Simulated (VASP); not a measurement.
# Pb2SO with PW91: from relaxation to properties, part 4 of 4

What structure does Pb2SO take at this level, and what are its properties? The cell is invented: it takes the structure of a Materials Project entry for PbS (space group 187 there), with some of its atoms replaced by other elements, volume scaled by an estimate. It may not be a known or stable phase.

VASP 6.6.1; PW91; plane waves and PAW (Pb_d, S, O); invented cell.

So far, gap on the k-mesh (eV): step 2 (rough relaxation of the start cell) 0.875; step 3 (full relaxation (PW91)) 0.657; step 6 (total and projected DOS (PW91)) 0.565. The relaxed cell has a, b, c = 3.577, 7.175, 7.726 Å (conventional setting).

### 7. Response to an electric field (PW91)

The response to a static field gives the electronic dielectric tensor and the Born charges. It needs tightly converged orbitals, hence the small EDIFF.

INCAR

```
SYSTEM = Pb2SO
PREC = Accurate
ENCUT = 520
EDIFF = 1E-08
NELM = 100
ISMEAR = 0
SIGMA = 0.01
LREAL = .FALSE.
ALGO = Normal
GGA = 91
NBANDS = 26
LORBIT = 11
LWAVE = .FALSE.
LCHARG = .FALSE.
KPAR = 2
LEPSILON = .TRUE.
```

POSCAR

```
Pb2SO
1.0
   -1.7886412924      3.5876981171      3.8627526302
    1.7886412924     -3.5876981171      3.8627526302
    1.7886412924      3.5876981171     -3.8627526302
Pb S O
2 1 1
Direct
    0.2037403264      0.9785307163      0.2252096101
    0.7533211061      0.9785307163      0.7747903899
    0.3200362496      0.3200362496      0.0000000000
    0.8895689780      0.3895689780      0.5000000000
```

KPOINTS

```
Automatic mesh
0
Gamma
8 8 8
0 0 0
```

Potentials, in the order of the species: Pb_d, S and O (PBE family, release 64).

On the command line:

```console
> mpirun -np 2 vasp_std
```

Output:

```text
[... set-up lines as in an earlier step ...]
 entering main loop
       N       E                     dE             d eps       ncg     rms          rms(c)
DAV:   1     0.441726598386E+03    0.44173E+03   -0.19515E+04  4940   0.170E+03
DAV:   2     0.360380121988E+02   -0.40569E+03   -0.39589E+03  5014   0.439E+02
DAV:   3    -0.194637240350E+02   -0.55502E+02   -0.54280E+02  6878   0.178E+02
DAV:   4    -0.219061752344E+02   -0.24425E+01   -0.24318E+01  5950   0.389E+01
[...]
DAV:  16    -0.185310203453E+02   -0.13053E-06   -0.57763E-07  6246   0.531E-03    0.185E-03
DAV:  17    -0.185310203439E+02    0.14456E-08   -0.14229E-07  5556   0.289E-03    0.724E-04
DAV:  18    -0.185310203500E+02   -0.61646E-08   -0.55613E-08  5640   0.135E-03
   1 F= -.18531020E+02 E0= -.18531020E+02  d E =-.195883E-28
 Linear response reoptimize wavefunctions to high precision
DAV:   1    -0.185310203584E+02   -0.83223E-08   -0.23057E-09  4568   0.365E-04
DAV:   2    -0.185310203584E+02   -0.53660E-10   -0.22890E-10  2652   0.133E-04
 Linear response G [H, r] |phi>, progress :
  Direction:   1
       N       E                     dE             d eps       ncg     rms
RMM:   1    -0.146244504762E+03   -0.14624E+03    0.39356E+02  7351   0.162E+02
RMM:   2    -0.154295692005E+03   -0.80512E+01   -0.44480E+01  8075   0.435E+01
RMM:   3    -0.155148378415E+03   -0.85269E+00   -0.48812E+00  8692   0.159E+01
RMM:   4    -0.155261420996E+03   -0.11304E+00   -0.99756E-01  8677   0.637E+00
[...]
RMM:  18    -0.155279160128E+03   -0.33328E-04   -0.41884E-03  6051   0.240E-03
RMM:  19    -0.155279143546E+03    0.16582E-04   -0.23810E-03  5870   0.234E-03
RMM:  20    -0.155279176907E+03   -0.33362E-04   -0.41238E-03  5671   0.231E-03
 Linear response G [H, r] |phi>, progress :
  Direction:   2
       N       E                     dE             d eps       ncg     rms
RMM:   1    -0.147751115450E+03   -0.14775E+03    0.39959E+02  7449   0.162E+02
RMM:   2    -0.154342253980E+03   -0.65911E+01   -0.46294E+01  7928   0.440E+01
RMM:   3    -0.155061022184E+03   -0.71877E+00   -0.46529E+00  8656   0.169E+01
RMM:   4    -0.155194019583E+03   -0.13300E+00   -0.10028E+00  8711   0.642E+00
[...]
RMM:  18    -0.155217799017E+03    0.12534E-07    0.13349E-04  5996   0.213E-03
RMM:  19    -0.155217798853E+03    0.16421E-06    0.14088E-04  5765   0.206E-03
RMM:  20    -0.155217798823E+03    0.30401E-07    0.13478E-04  5643   0.202E-03
 Linear response G [H, r] |phi>, progress :
  Direction:   3
       N       E                     dE             d eps       ncg     rms
 LRF_COMMUTATOR internal error: the vector H(1)-e(1) S(1) |phi(0)> is not orthog
 onal to |phi(0)> (1.041566580283820E-004,1.055222532617139E-013)
 LRF_COMMUTATOR internal error: the vector H(1)-e(1) S(1) |phi(0)> is not orthog
[...]
RMM:   1    -0.196365362077E+01   -0.19637E+01   -0.10542E+01  8624   0.686E+00
RMM:   2    -0.233287856797E+01   -0.36922E+00   -0.11787E-01  8750   0.195E+00
RMM:   3    -0.233761572579E+01   -0.47372E-02   -0.99144E-03  9042   0.670E-01
RMM:   4    -0.233828089631E+01   -0.66517E-03   -0.11124E-03  8646   0.197E-01
[...]
RMM:  10    -0.233834638296E+01   -0.32034E-07   -0.35010E-07  6412   0.124E-03
RMM:  11    -0.233834636435E+01    0.18611E-07   -0.68118E-08  5270   0.623E-04
RMM:  12    -0.233834637326E+01   -0.89103E-08    0.34901E-08  4816   0.371E-04
 change of polarisation eV/A/(eV/A) component  3 :     0.038     1.285     4.677
 dielectric tensor                  component  3 :     0.070     2.345     9.535
 Linear response to external field, progress :
  Direction:   1
       N       E                     dE             d eps       ncg     rms          rms(c)
RMM:   1    -0.255221761350E+01   -0.25522E+01   -0.14764E+01 13735   0.674E+00
RMM:   2    -0.309574818987E+01   -0.54353E+00   -0.11067E-01 13597   0.190E+00    0.255E+00
RMM:   3    -0.297822760656E+01    0.11752E+00   -0.12766E-01 12082   0.233E+00    0.137E+00
RMM:   4    -0.306522669103E+01   -0.86999E-01   -0.18168E-01 13593   0.257E+00    0.296E-01
[...]
RMM:  13    -0.311362698445E+01    0.86567E-05   -0.55461E-06 14406   0.131E-03    0.363E-05
RMM:  14    -0.311362643220E+01    0.55225E-06   -0.51710E-06 13264   0.611E-04    0.210E-05
RMM:  15    -0.311362542523E+01    0.10070E-05   -0.38664E-06 11147   0.335E-04    0.446E-06
 change of polarisation eV/A/(eV/A) component  1 :     5.825    -0.041     0.002
 dielectric tensor                  component  1 :    11.631    -0.075     0.003
 Linear response to external field, progress :
  Direction:   2
       N       E                     dE             d eps       ncg     rms          rms(c)
RMM:   1    -0.341623263996E+01   -0.34162E+01   -0.21881E+01 13893   0.691E+00
RMM:   2    -0.431244417857E+01   -0.89621E+00   -0.16291E-01 13591   0.204E+00    0.280E+00
RMM:   3    -0.420021366878E+01    0.11223E+00   -0.20069E-01 14027   0.228E+00    0.151E+00
RMM:   4    -0.430196768370E+01   -0.10175E+00   -0.16080E-01 14093   0.213E+00    0.383E-01
[...]
RMM:  13    -0.437994453072E+01   -0.21893E-05    0.25097E-06 14292   0.104E-03    0.554E-05
RMM:  14    -0.437994514585E+01   -0.61514E-06   -0.31844E-06 13405   0.498E-04    0.240E-05
RMM:  15    -0.437994397313E+01    0.11727E-05   -0.86045E-07  9815   0.243E-04    0.814E-06
 change of polarisation eV/A/(eV/A) component  2 :    -0.042     8.276     0.003
 dielectric tensor                  component  2 :    -0.076    16.104     0.005
 Linear response to external field, progress :
  Direction:   3
       N       E                     dE             d eps       ncg     rms          rms(c)
RMM:   1    -0.196365362077E+01   -0.19637E+01   -0.10542E+01  8624   0.686E+00
RMM:   2    -0.233287863274E+01   -0.36923E+00   -0.11787E-01  8750   0.195E+00    0.236E+00
RMM:   3    -0.210232877993E+01    0.23055E+00   -0.33655E-01  7789   0.298E+00    0.121E+00
RMM:   4    -0.211067605888E+01   -0.83473E-02   -0.20723E-01  8583   0.256E+00    0.794E-01
[...]
RMM:  12    -0.216521083645E+01   -0.29840E-04    0.73756E-06  8202   0.313E-03    0.211E-04
RMM:  13    -0.216520111494E+01    0.97215E-05   -0.66934E-07  9204   0.140E-03    0.119E-04
RMM:  14    -0.216519703326E+01    0.40817E-05    0.63313E-07  9123   0.639E-04    0.720E-05
```

The job ended after 41 min (2 MPI ranks of AMD EPYC 7R43, shared host).

The run was cut off at its time limit.

More ranks or a longer limit would be the way on.

### 8. Results

```json
{"relaxed volume": "24.79 Å³/atom", "relaxed conventional cell a, b, c": "3.577, 7.175, 7.726 Å", "space group after relaxing, within 0.02 Å": "Imm2 (No. 44)", "band gap": "0.560 eV, indirect (least direct gap of that run 0.812 eV)", "gap among the points of the DOS mesh alone, an upper bound": "0.565 eV"}
```

**Reading.** With PW91, Pb2SO relaxes to 24.79 Å³/atom in space group Imm2 (held by the symmetry of the run) and has an indirect gap of 0.560 eV. Not obtained: response to an electric field (PW91), because the run hit its time limit. Bands along the symmetry lines (PW91): On this path the gap is indirect, 0.56 eV, with the valence top at Z and the conduction bottom between Γ and Y. The least direct gap is 0.81 eV. Spin-orbit coupling is left out, and with elements this heavy it would split and shift bands near the edges, and it can change the kind of a small gap. No search among competing phases was made. All values are for a static lattice at zero temperature.

[Lines on the potential files, build, host, timing and source positions are cut from VASP's logs without a mark.]

[Logs are printed without paths, hosts, clocks, repeated set-up lines and the standing remarks that a program may print on its own settings, such as how far it seeks lower states.]

[Hosts, paths, dates, database ids (printed as entryN), source tags and the programs' standing remarks are cut or masked in the printed files.]

[A measured line is paired with the nearest computed mode of its activity, which favours agreement.]
